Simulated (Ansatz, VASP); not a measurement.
# SnTe in two plane-wave programs

One calculation is typed for both programs; each brings its own data sets. How far apart do they land? The cell is taken from a series of runs on this material, whose earlier steps may have relaxed, scaled, displaced or heated it; both programs get it as it stands.

Program: Ansatz 0.2.0. Level of theory: plane waves, with VASP 6.6.1 beside it; zone-centre phonons at PBEsol. Results are calculated unless marked as measured.

**1. The starting structure**

It takes space group R-3m (No. 166, trigonal). The conventional cell has a = 4.491 Å, b = 4.491 Å, c = 10.780 Å, α = 90.00°, β = 90.00°, γ = 120.00°. Sn has 6 Te at 3.15 Å nearest. Te has 6 Sn at 3.15 Å nearest. Farther neighbours and most contacts between anions are not listed.

**2. VASP: zone-centre phonons, PBEsol**

Second derivatives magnify differences that forces hide, and they need a tight electronic threshold.

Lines of VASP's logs that name or quote its potential files are left out, and so is its time.

INCAR

```
SYSTEM = SnTe
PREC = Accurate
ENCUT = 500
EDIFF = 1E-08
NELM = 120
ISMEAR = 0
SIGMA = 0.01
LREAL = .FALSE.
ALGO = Normal
GGA = PS
NBANDS = 16
LORBIT = 11
LWAVE = .FALSE.
LCHARG = .FALSE.
ISIF = 2
IBRION = 8
LASPH = .TRUE.
GGA_COMPAT = .FALSE.
KPAR = 2
```

POSCAR

```
SnTe
1.0
   -0.0423674851      3.1332048754      3.1332048754
    3.1332048754     -0.0423674851      3.1332048754
    3.1332048754      3.1332048754     -0.0423674851
Sn Te
1 1
Direct
    0.0000000000      0.0000000000      0.0000000000
    0.5000000000      0.5000000000      0.5000000000
```

KPOINTS

```
Automatic mesh
0
Gamma
12 12 12
0 0 0
```

Potentials, in the order of the species: Sn_d and Te (PBE family, release 64).

Launch:

```bash
mpirun -np 2 vasp_std
```

Numbers of over 12 decimals in the logs are rounded to 6 here.

Log:

```text
[banner, memory and clock lines left out]
running    2 mpi-ranks, on    1 nodes
 distrk:  each k-point on    1 cores,    2 groups
 distr:  one band on    1 cores,    1 groups

 POSCAR found type information on POSCAR SnTe
 POSCAR found :  2 types and       2 ions
|                                                                             |
|               ----> ADVICE to this user running VASP <----                  |
|                                                                             |
|     You enforced a specific xc type in the INCAR file but a different       |
|     [... a line on the potential file left out ...]
|     I HOPE YOU KNOW WHAT YOU ARE DOING!                                     |
|                                                                             |

 LDA part: xc-table for (Slater+PW92), standard interpolation
 POSCAR, INCAR and KPOINTS ok, starting setup
 FFT: planning ... GRIDC
 FFT: planning ... GRID_SOFT
 FFT: planning ... GRID
 WAVECAR not read
 entering main loop
       N       E                     dE             d eps       ncg     rms          rms(c)
DAV:   1     0.121691283598E+03    0.12169E+03   -0.94227E+03  6088   0.140E+03
DAV:   2     0.174398023428E+01   -0.11995E+03   -0.11743E+03  6592   0.345E+02
DAV:   3    -0.812239239841E+01   -0.98664E+01   -0.98403E+01  7600   0.877E+01
DAV:   4    -0.838279170710E+01   -0.26040E+00   -0.26035E+00  7320   0.155E+01
DAV:   5    -0.839425943167E+01   -0.11468E-01   -0.11468E-01  9040   0.299E+00    0.464E+00
DAV:   6    -0.833928360691E+01    0.54976E-01   -0.12531E-01  8520   0.281E+00    0.290E+00
DAV:   7    -0.833714538573E+01    0.21382E-02   -0.45413E-02  7968   0.133E+00    0.728E-01
DAV:   8    -0.833662504027E+01    0.52035E-03   -0.67329E-03  7720   0.719E-01    0.145E-01
DAV:   9    -0.833668244437E+01   -0.57404E-04   -0.56034E-04  8448   0.219E-01    0.319E-02
DAV:  10    -0.833666633529E+01    0.16109E-04   -0.66582E-05  8008   0.757E-02    0.189E-02
DAV:  11    -0.833666614764E+01    0.18765E-06   -0.27498E-05  8224   0.434E-02    0.238E-02
DAV:  12    -0.833666596979E+01    0.17784E-06   -0.19419E-06  7536   0.105E-02    0.120E-02
DAV:  13    -0.833666583925E+01    0.13054E-06   -0.92307E-08  8232   0.207E-03    0.723E-03
DAV:  14    -0.833666578996E+01    0.49291E-07   -0.17838E-07  8216   0.489E-03    0.162E-03
DAV:  15    -0.833666575367E+01    0.36287E-07   -0.19720E-08  6360   0.658E-04    0.807E-04
DAV:  16    -0.833666576386E+01   -0.10184E-07   -0.57424E-10  3944   0.205E-04    0.556E-04
DAV:  17    -0.833666578350E+01   -0.19644E-07   -0.20869E-10  3768   0.180E-04    0.175E-04
DAV:  18    -0.833666578342E+01    0.79581E-10   -0.49535E-11  3736   0.719E-05
   1 F= -.83366658E+01 E0= -.83366609E+01  d E =-.986314E-05
 Linear response reoptimize wavefunctions to high precision
DAV:   1    -0.833666578367E+01   -0.24738E-09   -0.34641E-11  4072   0.410E-05
DAV:   2    -0.833666578368E+01   -0.40927E-11   -0.40213E-12  3592   0.213E-05
 Linear response DOF=           2
 Linear response progress:
  Degree of freedom:   1/  2
       N       E                     dE             d eps       ncg     rms          rms(c)
RMM:   1    -0.215424968109E+00   -0.21542E+00    0.29036E-01 18408   0.103E+01
RMM:   2    -0.220592686948E+00   -0.51677E-02   -0.12040E-02 27115   0.867E-01    0.792E-02
RMM:   3    -0.220426038239E+00    0.16665E-03   -0.94445E-04 30010   0.245E-01    0.426E-02
RMM:   4    -0.220127561525E+00    0.29848E-03   -0.86350E-05 29928   0.741E-02    0.856E-03
RMM:   5    -0.220115434137E+00    0.12127E-04   -0.80244E-06 30939   0.226E-02    0.374E-03
RMM:   6    -0.220120308082E+00   -0.48739E-05   -0.12681E-06 30400   0.773E-03    0.133E-03
RMM:   7    -0.220120103276E+00    0.20481E-06   -0.34496E-07 31193   0.299E-03    0.748E-04
RMM:   8    -0.220117199532E+00    0.29037E-05    0.25995E-07 30285   0.131E-03    0.122E-04
RMM:   9    -0.220117398775E+00   -0.19924E-06    0.43070E-07 31860   0.582E-04    0.245E-04
RMM:  10    -0.220117164505E+00    0.23427E-06    0.52201E-07 31580   0.281E-04    0.185E-04
RMM:  11    -0.220117168914E+00   -0.44091E-08    0.49017E-07 33529   0.140E-04    0.229E-04
RMM:  12    -0.220116955843E+00    0.21307E-06    0.25585E-07 30483   0.916E-05    0.190E-04
RMM:  13    -0.220116881487E+00    0.74357E-07    0.11671E-07 31604   0.499E-05    0.138E-04
RMM:  14    -0.220116841217E+00    0.40270E-07    0.61244E-08 31384   0.285E-05    0.124E-04
RMM:  15    -0.220116740121E+00    0.10110E-06    0.25960E-08 29477   0.238E-05    0.775E-05
RMM:  16    -0.220116695335E+00    0.44786E-07    0.14704E-08 31499   0.176E-05    0.563E-05
RMM:  17    -0.220116669225E+00    0.26110E-07    0.39655E-09 28394   0.138E-05    0.408E-05
RMM:  18    -0.220116635281E+00    0.33944E-07    0.20427E-09 29895   0.134E-05    0.197E-05
RMM:  19    -0.220116619742E+00    0.15539E-07    0.11271E-09 27504   0.117E-05    0.881E-06
RMM:  20    -0.220116610356E+00    0.93864E-08   -0.39064E-10 24283   0.108E-05    0.294E-06
 first order change of Fermi-energy   0.23902E-04
 force on displaced ion       1 direction 1 :  -0.163  -0.084  -0.084
 Linear response progress:
  Degree of freedom:   2/  2
       N       E                     dE             d eps       ncg     rms          rms(c)
RMM:   1    -0.468864253281E-01   -0.46886E-01    0.67670E-02 32933   0.859E-01
RMM:   2    -0.474671390482E-01   -0.58071E-03   -0.19802E-03 28731   0.215E-01    0.621E-02
RMM:   3    -0.476440821570E-01   -0.17694E-03   -0.16438E-04 29161   0.623E-02    0.469E-02
RMM:   4    -0.479061940572E-01   -0.26211E-03   -0.24041E-05 28862   0.311E-02    0.606E-03
RMM:   5    -0.479188484689E-01   -0.12654E-04   -0.10197E-06 29772   0.733E-03    0.310E-03
RMM:   6    -0.479166959284E-01    0.21525E-05   -0.97089E-08 28923   0.216E-03    0.678E-04
RMM:   7    -0.479160702961E-01    0.62563E-06    0.12944E-09 29680   0.485E-04    0.138E-04
RMM:   8    -0.479159984695E-01    0.71827E-07   -0.20367E-08 29278   0.161E-04    0.272E-05
RMM:   9    -0.479159049413E-01    0.93528E-07    0.29460E-07 31354   0.519E-05    0.185E-05
RMM:  10    -0.479159754422E-01   -0.70501E-07    0.22087E-07 32003   0.163E-05    0.326E-06
RMM:  11    -0.479159512005E-01    0.24242E-07    0.53934E-08 29423   0.852E-06    0.957E-07
RMM:  12    -0.479159534036E-01   -0.22031E-08   -0.60455E-09 22370   0.486E-06    0.512E-07
 first order change of Fermi-energy   0.14228E-03
 force on displaced ion       2 direction 1 :  -0.143  -0.088  -0.088
 Linear response finished
```

Parts of OUTCAR (step 2):

```text
ion  position               nearest neighbor table
   1  0.000  0.000  0.000-   2 3.15   2 3.15   2 3.15   2 3.15   2 3.15   2 3.15
   2  0.500  0.500  0.500-   1 3.15   1 3.15   1 3.15   1 3.15   1 3.15   1 3.15

  LATTYP: Found a trigonal (rhomboedric) cell.
 ALAT       =     4.4312233735
 COS(alpha) =     0.4864334364

 Subroutine GETGRP returns: Found 12 space group operations
 (whereof 12 operations were pure point group operations)

The static configuration has the point symmetry D_3d.

 Found    189 irreducible k-points:

   k-points           NKPTS =    189   k-points in BZ     NKDIM =    189   number of bands    NBANDS=     16

   dimension x,y,z NGX =    32 NGY =   32 NGZ =   32
   dimension x,y,z NGXF=    64 NGYF=   64 NGZF=   64

   ENCUT  =  500.0 eV  36.75 Ry    6.06 a.u.   8.08  8.08  8.08*2*pi/ulx,y,z

   NELECT =      20.0000    total number of electrons

 k-points in reciprocal lattice and weights: Automatic mesh
   0.00000000  0.00000000  0.00000000       0.001
   0.08333333  0.00000000 -0.00000000       0.003
   0.16666667  0.00000000  0.00000000       0.003
   0.25000000  0.00000000  0.00000000       0.003
   0.33333333  0.00000000  0.00000000       0.003
   0.41666667  0.00000000  0.00000000       0.003
   0.50000000  0.00000000  0.00000000       0.002
   0.08333333  0.08333333 -0.00000000       0.003
   0.16666667  0.08333333  0.00000000       0.007
[...]
-0.41666667  0.50000000  0.41666667       0.003
   0.50000000  0.50000000  0.50000000       0.001

 average (electrostatic) potential at core
       1-100.4501       2 -87.7316

  Total       -0.1687316     -0.1687316     -0.1687316      0.0856401      0.0856401      0.0856401
  in kB       -4.3071556     -4.3071556     -4.3071556      2.1861066      2.1861066      2.1861066
  external PRESSURE =      -4.3071556 kB  Pullay stress =       0.0000000 kB

  energy-cutoff  :      500.00
  volume of cell :       62.76
      direct lattice vectors                 reciprocal lattice vectors
    -0.042367485  3.133204875  3.133204875    -0.156380145  0.158523717  0.158523717
     3.133204875 -0.042367485  3.133204875     0.158523717 -0.156380145  0.158523717
     3.133204875  3.133204875 -0.042367485     0.158523717  0.158523717 -0.156380145

 POSITION                                       TOTAL-FORCE (eV/Angst)
 -----------------------------------------------------------------------------------
      0.00000      0.00000      0.00000        -0.000000     -0.000000     -0.000000
      3.11202      3.11202      3.11202         0.000000      0.000000      0.000000
 -----------------------------------------------------------------------------------
    total drift:                                0.000000     -0.000000     -0.000000

 Eigenvectors and eigenvalues of the dynamical matrix
 ----------------------------------------------------

   1 f  =    1.136568 THz     7.141269 2PiTHz   37.911835 cm-1     4.700466 meV
             X         Y         Z           dx          dy          dz
      0.000000  0.000000  0.000000     0.419190    0.419190    0.419190
      3.112021  3.112021  3.112021    -0.397005   -0.397005   -0.397005

   2 f  =    0.517615 THz     3.252274 2PiTHz   17.265793 cm-1     2.140685 meV
             X         Y         Z           dx          dy          dz
      0.000000  0.000000  0.000000    -0.304540   -0.331200    0.635740
      3.112021  3.112021  3.112021     0.245249    0.266719   -0.511968

   3 f  =    0.517615 THz     3.252274 2PiTHz   17.265793 cm-1     2.140685 meV
             X         Y         Z           dx          dy          dz
      0.000000  0.000000  0.000000     0.558263   -0.542871   -0.015392
      3.112021  3.112021  3.112021    -0.449575    0.437180    0.012396

   4 f/i=    0.010371 THz     0.065162 2PiTHz    0.345936 cm-1     0.042891 meV
             X         Y         Z           dx          dy          dz
      0.000000  0.000000  0.000000    -0.397005   -0.397005   -0.397005
      3.112021  3.112021  3.112021    -0.419190   -0.419190   -0.419190

   5 f/i=    0.046387 THz     0.291455 2PiTHz    1.547288 cm-1     0.191839 meV
             X         Y         Z           dx          dy          dz
      0.000000  0.000000  0.000000    -0.468759    0.055781    0.412978
      3.112021  3.112021  3.112021    -0.582085    0.069266    0.512818

   6 f/i=    0.046387 THz     0.291455 2PiTHz    1.547288 cm-1     0.191839 meV
             X         Y         Z           dx          dy          dz
      0.000000  0.000000  0.000000    -0.206228    0.509071   -0.302843
      3.112021  3.112021  3.112021    -0.256085    0.632142   -0.376058

 ELASTIC MODULI CONTR FROM IONIC RELAXATION (kBar)
 Direction    XX          YY          ZZ          XY          YZ          ZX
 --------------------------------------------------------------------------------
 XX           0.0000      0.0000      0.0000      0.0000      0.0000      0.0000
 YY           0.0000      0.0000      0.0000      0.0000      0.0000      0.0000
 ZZ           0.0000      0.0000      0.0000      0.0000      0.0000      0.0000
 XY           0.0000      0.0000      0.0000      0.0000      0.0000      0.0000
 YZ           0.0000      0.0000      0.0000      0.0000      0.0000      0.0000
 ZX           0.0000      0.0000      0.0000      0.0000      0.0000      0.0000
 --------------------------------------------------------------------------------
```

Energies printed during the response cycles are not total energies of the cell. The PAW data sets were made with PBE, which is usual practice but a small mismatch for other functionals.

(Part 1 of 2 ends here.)

[Lines on the potential files, build, host, timing and source positions are cut from VASP's logs without a mark.]

[Logs are printed without paths, hosts, clocks, repeated set-up lines and the standing remarks that a program may print on its own settings, such as how far it seeks lower states.]

[Hosts, paths, dates, database ids (printed as entryN), source tags and the programs' standing remarks are cut or masked in the printed files.]
